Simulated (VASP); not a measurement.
Given:

```yaml
crystal:
  lattice:
    - [3.82500, 0.00000, 0.00000]
    - [0.00000, 3.82500, 0.00000]
    - [0.00000, 0.00000, 3.82500]
  atoms:
    - { symbol: Cu, position: [0.00000, 0.50000, 0.50000] }
    - { symbol: Cu, position: [0.50000, 0.00000, 0.50000] }
    - { symbol: Cu, position: [0.50000, 0.50000, 0.00000] }
    - { symbol: Au, position: [0.00000, 0.00000, 0.00000] }
```

Method: PBE GGA, VASP's PBE PAW potentials (set 64) (plane waves; VASP). Numerical set-up: 400 eV cut-off, 6×6×6 Γ-centred mesh, first-order Methfessel-Paxton smearing of 0.10 eV, potentials Cu Au.

Unless said otherwise, spin-orbit coupling is left out, though it shifts the bands of the heavy elements here.

Problem. Estimate the energy per atom (σ→0), pressure, band gap (on the k-mesh) with the smallest direct gap where there is one.

Solution. 
The band gap (on the k-mesh) is none (metal, semimetal or under 0.01 eV). The energy per atom (σ→0) comes out as -3.639 eV/atom and the pressure is -4.82 GPa.

Total energies compare only between runs with the same potentials, cut-off and functional.

The compound is Cu3Au in the L1_2 structure. The cell was not relaxed at this level.
